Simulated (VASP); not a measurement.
# LiYHg (P4/mmm) in VASP: a series of runs

One crystal, LiYHg, is run at these levels: LDA; tasks: relaxation of cell and atoms.

All numbers are computed with VASP 6.6.1; they aren't measurements. Logs are shortened: lines on timing, memory, paths and dates and some standing lists are left out, and cuts for length are marked.

### 1 The structure

It takes space group P4/mmm (No. 123, tetragonal). The conventional cell has a = 4.218 Å, b = 4.218 Å, c = 5.251 Å, α = 90.00°, β = 90.00°, γ = 90.00°. Around Li (site symmetry 4/mmm) lie 2 Hg at 2.63 Å. Y (site symmetry 4/mmm) is surrounded by 4 Hg at 2.98 Å. Around Hg (site symmetry 4/mmm) lie 2 Li at 2.63 Å and 4 Y at 2.98 Å.

The cell was built by a generator and needn't be a form met in nature.

### 2 Relaxation of cell and atoms, LDA, target pressure 10 GPa, at which the enthalpy is minimised

File INCAR:

```
PREC = Accurate ; ENCUT = 600
EDIFF = 1E-7 ; ISMEAR = -1
SIGMA = 0.05 ; LREAL = False
LASPH = True ; NELM = 60
ALGO = Normal ; ISIF = 3
LWAVE = False ; LCHARG = False
GGA = CA ; IBRION = 2
NSW = 60 ; EDIFFG = -0.02
PSTRESS = 100
```

File KPOINTS:

```
Automatic mesh
0
Gamma
  6 6 5
```

File POSCAR:

```
LiYHg
1.0
    4.2179400000      0.0000000000      0.0000000000
    0.0000000000      4.2179400000      0.0000000000
    0.0000000000      0.0000000000      5.2510900000
Li Y Hg
1 1 1
Direct
    0.5000000000      0.5000000000      0.5000000000
    0.0000000000      0.0000000000      0.0000000000
    0.5000000000      0.5000000000      0.0000000000
```

Potentials or basis: VASP PAW LDA potentials, release 64 (Li_sv, Y_sv, Hg).

Run with:

```console
cat potpaw_LDA.64/Li_sv/POTCAR potpaw_LDA.64/Y_sv/POTCAR potpaw_LDA.64/Hg/POTCAR > POTCAR
mpirun -np 1 vasp_std > vasp.out
```

OUTCAR:

```text
PREC = Accurate
   ENCUT = 600
   EDIFF = 1E-7
   ISMEAR = -1
   LREAL = False
   LASPH = True
   NELM = 60
   ISIF = 3
   GGA = CA
   IBRION = 2
   NSW = 60
   EDIFFG = -0.02
   PSTRESS = 100

 ion  position               nearest neighbor table
   1  0.500  0.500  0.500-   3 2.63   3 2.63
   2  0.000  0.000  0.000-   3 2.98   3 2.98   3 2.98   3 2.98
   3  0.500  0.500  0.000-   1 2.63   1 2.63   2 2.98   2 2.98   2 2.98   2 2.98

  LATTYP: Found a simple tetragonal cell.
 ALAT       =     4.2179400000
 C/A-ratio  =     1.2449418436

  Lattice vectors:

 A1 = (   4.2179400000,   0.0000000000,   0.0000000000)
 A2 = (   0.0000000000,   4.2179400000,   0.0000000000)
 A3 = (   0.0000000000,   0.0000000000,   5.2510900000)

Analysis of symmetry for initial positions (statically):
=====================================================================
 Subroutine PRICEL returns:
 Original cell was already a primitive cell.

 Routine SETGRP: Setting up the symmetry group for a
 simple tetragonal supercell.

 Subroutine GETGRP returns: Found 16 space group operations
 (whereof 16 operations were pure point group operations)
 out of a pool of 16 trial point group operations.

The static configuration has the point symmetry D_4h.

Analysis of symmetry for dynamics (positions and initial velocities):
=====================================================================
 Subroutine PRICEL returns:
 Original cell was already a primitive cell.

 Routine SETGRP: Setting up the symmetry group for a
 simple tetragonal supercell.

 Subroutine GETGRP returns: Found 16 space group operations
 (whereof 16 operations were pure point group operations)
 out of a pool of 16 trial point group operations.

The dynamic configuration has the point symmetry D_4h.

 Subroutine INISYM returns: Found 16 space group operations
 (whereof 16 operations are pure point group operations),
 and found     1 'primitive' translations

----------------------------------------------------------------------------------------

                                     Primitive cell

  volume of cell :      93.4222

  direct lattice vectors                    reciprocal lattice vectors
     4.217940000  0.000000000  0.000000000     0.237082557  0.000000000  0.000000000
     0.000000000  4.217940000  0.000000000     0.000000000  0.237082557  0.000000000
     0.000000000  0.000000000  5.251090000     0.000000000  0.000000000  0.190436652

  length of vectors
     4.217940000  4.217940000  5.251090000     0.237082557  0.237082557  0.190436652

  position of ions in fractional coordinates (direct lattice)
     0.500000000  0.500000000  0.500000000
     0.000000000  0.000000000  0.000000000
     0.500000000  0.500000000  0.000000000

  ion indices of the primitive-cell ions
   primitive index   ion index
                 1           1
                 2           2
                 3           3

----------------------------------------------------------------------------------------

 KPOINTS: Automatic mesh

Automatic generation of k-mesh.
 Grid dimensions read from file:
 generate k-points for:    6    6    5

 Generating k-lattice:

  Cartesian coordinates                     Fractional coordinates (reciprocal lattice)
     0.039513759  0.000000000  0.000000000     0.166666667  0.000000000  0.000000000
     0.000000000  0.039513759  0.000000000     0.000000000  0.166666667  0.000000000
     0.000000000  0.000000000  0.038087330     0.000000000  0.000000000  0.200000000

  Length of vectors
     0.039513759  0.039513759  0.038087330

  Shift w.r.t. Gamma in fractional coordinates (k-lattice)
     0.000000000  0.000000000  0.000000000

 Subroutine IBZKPT returns following result:
 ===========================================

 Found     30 irreducible k-points:

 Following reciprocal coordinates:
            Coordinates               Weight
  0.000000  0.000000  0.000000      1.000000
  0.166667  0.000000  0.000000      4.000000
  0.333333  0.000000  0.000000      4.000000
  0.500000  0.000000  0.000000      2.000000
  0.166667  0.166667  0.000000      4.000000
  0.333333  0.166667  0.000000      8.000000
[... 16 lines left out ...]
  0.333333  0.000000  0.400000      8.000000
  0.500000  0.000000  0.400000      4.000000
 [... further k-points ...]
   k-points           NKPTS =     30   k-points in BZ     NKDIM =     30   number of bands    NBANDS=     17
   number of dos      NEDOS =    301   number of ions     NIONS =      3
   total plane-waves  NPLWV =  54432
   dimension x,y,z NGX =    36 NGY =   36 NGZ =   42
   dimension x,y,z NGXF=    72 NGYF=   72 NGZF=   84
   ions per type =               1   1   1
   NGX,Y,Z   is equivalent  to a cutoff of  14.19, 14.19, 13.30 a.u.
   NGXF,Y,Z  is equivalent  to a cutoff of  28.38, 28.38, 26.59 a.u.
 SYSTEM =  unknown system
   PREC   = accura    normal or accurate (medium, high low for compatibility)
   ISTART =      0    job   : 0-new  1-cont  2-samecut
[... 36 lines left out ...]
   LEPSILON=     F    determine dielectric tensor
   LRPA    =     F    only Hartree local field effects (RPA)
 conjugate gradient relaxation of ions
 non-spin polarized calculation
  energy-cutoff  :      600.00
  volume of cell :       93.42
 maximum number of plane-waves:      3147
 NGX is ok and might be reduce to    36
   NGX = 17   NGY = 17   NGZ = 21

--------------------------------------- Ionic step        1  -------------------------------------------

 number of electron      26.0000005 magnetization

 Free energy of the ion-electron system (eV)
  ---------------------------------------------------
  ext. energy  EPLUGINS =         0.00000000
  ---------------------------------------------------
  free energy    TOTEN  =       -10.03100538 eV

  energy without entropy =      -10.00436925  energy(sigma->0) =      -10.01768732

------------------------ aborting loop because EDIFF is reached ----------------------------------------

  FORCE on cell =-STRESS in cart. coord.  units (eV):
  Direction    XX          YY          ZZ          XY          YZ          ZX
  --------------------------------------------------------------------------------------
  -------------------------------------------------------------------------------------
  Total       -2.1073452     -2.1073452     -0.7764189      0.0000000      0.0000000     -0.0000000
  in kB      -36.1406546    -36.1406546    -13.3154676      0.0000000      0.0000000     -0.0000000
  external PRESSURE =    -128.5322590 kB  Pullay stress =     100.0000000 kB

 VOLUME and BASIS-vectors are now :
 -----------------------------------------------------------------------------
  energy-cutoff  :      600.00
  volume of cell :       93.42
      direct lattice vectors                 reciprocal lattice vectors
     4.217940000  0.000000000  0.000000000     0.237082557  0.000000000  0.000000000
     0.000000000  4.217940000  0.000000000     0.000000000  0.237082557  0.000000000
     0.000000000  0.000000000  5.251090000     0.000000000  0.000000000  0.190436652
[... 282 lines left out ...]
  FREE ENERGIE OF THE ION-ELECTRON SYSTEM (eV)
  ---------------------------------------------------
  free  energy   TOTEN  =        -9.7193743678 eV

  energy  without entropy=       -9.7010385386  energy(sigma->0) =       -9.71020645

  enthalpy is  TOTEN    =        -5.2593056871 eV   P V=        4.4600686807

--------------------------------------- Ionic step        9  -------------------------------------------

 number of electron      26.0000002 magnetization

 Free energy of the ion-electron system (eV)
  ---------------------------------------------------
  ext. energy  EPLUGINS =         0.00000000
  ---------------------------------------------------
  free energy    TOTEN  =        -9.70805210 eV

  energy without entropy =       -9.68984827  energy(sigma->0) =       -9.69895019

 E-fermi :   2.8069     XC(G=0):  -9.5574

 val. band max:        2.7978798230   @ k =   0.5000   0.0000   0.4000
 cond. band min:       2.8135023574   @ k =   0.5000   0.1667   0.2000
 fundamental gap:      0.0156225345
 Fermi energy:         2.8068892627

 k-point     1 :       0.0000    0.0000    0.0000
  band No.  band energies     occupation
      1     -42.3496      2.00000
      2     -40.0752      2.00000
      3     -20.2320      2.00000
      4     -20.1981      2.00000
      5     -20.1981      2.00000
      6      -6.1189      2.00000
[... 9 lines left out ...]
     16       5.6703      0.00000
     17       5.9457      0.00000
[... 441 lines left out ...]
 k-point    24 :       0.5000    0.0000    0.4000
  band No.  band energies     occupation
      1     -42.3467      2.00000
      2     -40.0630      2.00000
      3     -20.4136      2.00000
      4     -20.2444      2.00000
      5     -20.2395      2.00000
      6      -5.6200      2.00000
[... 9 lines left out ...]
     16       5.0454      0.00000
     17       5.7638      0.00000

 [... further k-points ...]
[... 5 lines left out ...]
  --------------------------------------------------------------------------------------
  -------------------------------------------------------------------------------------
  Total        4.4335114      4.4335114      4.4835079      0.0000000     -0.0000000      0.0000000
  in kB       99.6604301     99.6604301    100.7842944      0.0000000     -0.0000000      0.0000000
  external PRESSURE =       0.0350516 kB  Pullay stress =     100.0000000 kB

 VOLUME and BASIS-vectors are now :
 -----------------------------------------------------------------------------
  energy-cutoff  :      600.00
  volume of cell :       71.27
      direct lattice vectors                 reciprocal lattice vectors
     3.920808002  0.000000000 -0.000000000     0.255049469 -0.000000000  0.000000000
     0.000000000  3.920808002 -0.000000000    -0.000000000  0.255049469  0.000000000
    -0.000000000 -0.000000000  4.636438528     0.000000000  0.000000000  0.215682791

 POSITION                                       TOTAL-FORCE (eV/Angst)
 -----------------------------------------------------------------------------------
      1.96040      1.96040      2.31822         0.000000      0.000000      0.000000
      0.00000      3.92081     -0.00000        -0.000000     -0.000000      0.000000
      1.96040      1.96040     -0.00000         0.000000      0.000000      0.000000
 -----------------------------------------------------------------------------------
    total drift:                                0.000000      0.000000     -0.000000

  FREE ENERGIE OF THE ION-ELECTRON SYSTEM (eV)
  ---------------------------------------------------
  free  energy   TOTEN  =        -9.7080521008 eV

  energy  without entropy=       -9.6898482708  energy(sigma->0) =       -9.69895019

  enthalpy is  TOTEN    =        -5.2594345028 eV   P V=        4.4486175981

 reached required accuracy - stopping structural energy minimisation
```

Wall time 3.1 min (1 thread of Intel Xeon Platinum 8488C (Sapphire Rapids), shared host); peak memory 0.26 GiB.

What came out:

```
Free energy                                            : -9.7081 eV
Relaxed volume                                         : 23.76 Å³/atom
Relaxed cell                                           : a = 3.921 Å, b = 3.921 Å, c = 4.636 Å, α = 90.00°, β = 90.00°, γ = 90.00°
Space group after relaxing (to 0.05 Å)                 : P4/mmm (No. 123)
Energy change on relaxing (the enthalpy is what falls) : +107.7 meV/atom
Ionic steps                                            : 9
Pressure after relaxing                                : 10.0 GPa
Band gap on the k mesh                                 : none (metal or under the smearing width)
```

Stress tensor (GPa, compression positive):
```
 9.97  0.00  0.00
 0.00  9.97  0.00
 0.00  0.00 10.08
```

Step by step:
```
step  energy change (eV)  largest force (eV/Å)  pressure (GPa)  volume (Å³)
   1              0.0000                0.0000           -2.85        93.42
   2              1.3186                0.0000           24.91        63.54
   3              0.2607                0.0000            9.38        73.60
   4              0.2833                0.0000            9.79        73.23
   5              0.3155                0.0000           10.14        71.44
   6              0.3360                0.0000           10.31        71.07
   7              0.3388                0.0000           10.29        71.02
   8              0.3116                0.0000            9.79        71.46
   9              0.3230                0.0000           10.00        71.27
```

Final structure:
```
CELL_PARAMETERS angstrom
3.92081 0.00000 0.00000
0.00000 3.92081 0.00000
0.00000 0.00000 4.63644
ATOMIC_POSITIONS crystal
Li 0.50000 0.50000 0.50000
Y 0.00000 0.00000 0.00000
Hg 0.50000 0.50000 0.00000
```

Levels at points of the mesh, in eV from the Fermi level:
```tsv
k point	band 9	band 10	band 11	band 12	band 13	band 14	band 15	band 16	band 17
(0.00, 0.00, 0.00)	-8.20	-8.20	-7.36	-0.57	0.08	1.14	2.86	2.86	3.14
(0.50, 0.00, 0.00)	-8.24	-8.15	-5.18	-3.35	-0.81	-0.20	-0.03	2.65	3.47
(0.50, 0.50, 0.00)	-8.38	-8.06	-5.78	-0.75	-0.75	0.40	1.83	1.83	2.00
```

Caveat: the cutoff is under 1.25 times the usual one of these potentials, so pressure, stress and relaxed cells hold a basis-set (Pulay) error; the cell is relaxed towards a set pressure, so the enthalpy falls and the energy may rise; the volume moved by over 15 % at a fixed basis, so the end points are rough. The run has no spin-orbit coupling, so splittings on Hg are missing.

(Part 1 of 2 ends here.)
